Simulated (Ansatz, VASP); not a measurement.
## One calculation of K3Pd, two programs

```
Pd K
1.0
     5.40847    0.00000    0.00000
     0.00000    5.40847    0.00000
     0.00000    0.00000    5.40847
Pd K
1 3
Direct
  0.00000 0.00000 0.00000
  0.00000 0.50000 0.50000
  0.50000 0.00000 0.50000
  0.50000 0.50000 0.00000
```

The cell comes from a database or a generator and needn't be the stable form of this composition.

Alike in both runs: task single point; functional PBE; k mesh 5 × 5 × 5; occupations fermi-dirac, width 0.05 eV; no spin polarisation.

```csv
,VASP,Ansatz
version,VASP 6.6.1,Ansatz 0.2.0
potentials or method,"VASP PAW PBE potentials, release 64 (Pd, K_sv)",Ansatz PAW
plane-wave cutoff (eV),520,420
valence electrons in the cell,37,45
```

```csv
,VASP,Ansatz,Ansatz less VASP
gap on the k mesh at the Fermi level (eV),none,none,-
pressure (GPa),0.2,0.2,+0.01
```

A gap of «none» marks a metal or a gap that the smearing closes. The two sets of potentials don't hold the same shells in valence.
